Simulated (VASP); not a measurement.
In: single point with PBE

The system is In, a slab with vacuum.

```
In
1.0
     3.38668    0.00000    0.00000
    -0.00704    3.38667    0.00000
     0.00000    0.00000   19.79446
In
3
Direct
  0.50000 0.50000 0.38264
  0.00000 0.00000 0.50000
  0.50000 0.50000 0.61736
```

The cell isn't the ideal one: (1 1 0) slab, atoms relaxed.

```yaml
Program: VASP 6.6.1
Task: single point
Functional: PBE
Potentials_or_basis: VASP PAW PBE potentials, release 64 (In_d)
Cutoff: 520 eV
k_mesh: 10 × 10 × 1
Occupations: gaussian, width 0.1 eV
Spin: no spin polarisation
Dipole_correction: yes
Further_INCAR_settings: ALGO = Fast; EDIFF = 1e-06; NBANDS = 26
```

| Property | Result |
| --- | --- |
| Largest force | 0.016 eV/Å |
| Band gap on the k mesh | none (metal or under the smearing width) |

Forces in eV/Å, atoms in the order of the input:
```
In   0.000  0.000 -0.016
In   0.000  0.000  0.000
In   0.000  0.000  0.016
```

Levels at points of the mesh, in eV from the Fermi level:
```csv
k point,band 16,band 17,band 18,band 19,band 20,band 21,band 22,band 23
"(0.00, 0.00, 0.00)",-8.73,-6.96,-4.18,-0.94,2.28,3.75,4.03,4.49
"(0.50, 0.00, 0.00)",-5.21,-5.13,-4.06,-2.47,-1.03,0.21,2.09,3.73
"(0.50, 0.50, 0.00)",-1.93,-1.86,-1.51,-1.49,-1.49,0.30,0.32,2.23
```

Wall time 3.8 min on 1 thread of Intel(R) Xeon(R) Platinum 8488C (Sapphire Rapids), with other jobs on the host, peak memory 0.41 GiB.
